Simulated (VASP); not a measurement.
Input:

```yaml
crystal:
  lattice:
    - [0.00000, 3.09453, 3.09453]
    - [3.09453, 0.00000, 3.09453]
    - [3.09453, 3.09453, 0.00000]
  atoms:
    - { symbol: In, position: [0.00000, 0.00000, 0.00000] }
    - { symbol: As, position: [0.25000, 0.25000, 0.25000] }
```

The numbers are results of PBE GGA, VASP's PBE PAW potentials (set 64) (plane waves; VASP 6.6.1), not measurements. Numerical set-up: 520 eV cut-off, Gaussian smearing of 0.050 eV, potentials In_d As.

Question: Give the energies of bands 7 to 12 at the high-symmetry points, in eV from the Fermi level.

Answer: 
```json
[
 {"band": "7", "Γ": "-0.55", "X": "-5.55", "U": "-5.43", "L": "-5.43", "W": "-5.43"},
 {"band": "8", "Γ": "0.00", "X": "-2.10", "U": "-2.95", "L": "-0.89", "W": "-2.67"},
 {"band": "9", "Γ": "0.00", "X": "-2.10", "U": "-1.76", "L": "-0.89", "W": "-2.58"},
 {"band": "10", "Γ": "0.00", "X": "1.66", "U": "2.12", "L": "0.81", "W": "3.91"},
 {"band": "11", "Γ": "3.87", "X": "2.04", "U": "4.11", "L": "4.63", "W": "4.27"},
 {"band": "12", "Γ": "3.87", "X": "8.76", "U": "7.01", "L": "4.63", "W": "4.81"}
]
```

It has no gap at this level: it comes out as a metal or semimetal.

The compound is InAs in the zinc blende structure. It was relaxed first, which changed the volume by +7 %.
